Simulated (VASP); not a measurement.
An input for Quantum ESPRESSO's pw.x (written as the equivalent of a VASP run, and not itself run):

```
&CONTROL
  calculation = 'vc-relax'
  pseudo_dir = './pseudo'
  outdir = './out'
  tprnfor = .true.
  tstress = .true.
  nstep = 30
  forc_conv_thr = 0.00039
/
&SYSTEM
  ibrav = 0
  nat = 6
  ntyp = 2
  ecutwfc = 84
  occupations = 'smearing'
  smearing = 'gaussian'
  degauss = 0.003675
  input_dft = 'rpbe'
/
&ELECTRONS
  conv_thr = 7.3e-09
  electron_maxstep = 100
/
&IONS
/
&CELL
  cell_dofree = 'shape'
/
ATOMIC_SPECIES
  Sn 118.710 Sn.upf
  O 15.999 O.upf
CELL_PARAMETERS angstrom
     4.9705744    0.0000000    0.0000000
     0.0000000    4.9705744    0.0000000
     0.0000000    0.0000000    3.3230560
ATOMIC_POSITIONS crystal
  Sn   0.0000000  0.0000000  0.0000000
  Sn   0.5000000  0.5000000  0.5000000
  O    0.3068708  0.3068708  0.0000000
  O    0.8068708  0.1931292  0.5000000
  O    0.1931292  0.8068708  0.5000000
  O    0.6931292  0.6931292  1.0000000
K_POINTS automatic
  5 5 7 0 0 0
```

Write the VASP files for the same calculation (RPBE).

One answer among several that fit: 
File POSCAR:
```
SnO2
1
    4.9705744092     0.0000000000     0.0000000000
    0.0000000000     4.9705744092     0.0000000000
    0.0000000000     0.0000000000     3.3230559935
Sn O
2 4
Direct
  0.0000000000   0.0000000000   0.0000000000
  0.5000000000   0.5000000000   0.5000000000
  0.3068708160   0.3068708160   0.0000000000
  0.8068708160   0.1931291840   0.5000000000
  0.1931291840   0.8068708160   0.5000000000
  0.6931291840   0.6931291840   1.0000000000
```

KPOINTS:
```
Automatic mesh
0
Gamma
5 5 7
0 0 0
```

### INCAR
```
# general
SYSTEM  = SnO2
PREC    = Accurate
ENCUT   = 520   # plane-wave cut-off (eV)
LREAL   = F
LASPH   = T   # aspherical one-centre terms

# electronic loop
EDIFF   = 1E-7
NELM    = 100
ALGO    = Normal   # blocked Davidson
LMAXMIX = 4   # l cut-off of mixed one-centre charges

# smearing
ISMEAR  = 0   # Gaussian
SIGMA   = 0.05   # width (eV)

# functional
GGA     = RP   # RPBE

# ions
IBRION  = 2   # conjugate gradients
NSW     = 30   # most ionic steps
ISIF    = 4
EDIFFG  = -0.01   # ionic stop

# output
LWAVE   = F
LCHARG  = F
```

POTCAR, in this order: Sn_d O (PBE.64 set). Program: vasp_std.

What does not carry over: the potentials are each code's own (VASP's PAW set, PseudoDojo norm-conserving files in pw.x), so ENCUT and ecutwfc are chosen apart and not converted; conv_thr bounds pw.x's estimated SCF error, while EDIFF bounds the energy change between steps; forc_conv_thr acts on force components and is met together with etot_conv_thr.

The compound is SnO2 in the rutile structure. This cell is one point of a volume scan, at 1.06 of the reference volume. Symmetry was kept, so distortions that lower it aren't found.
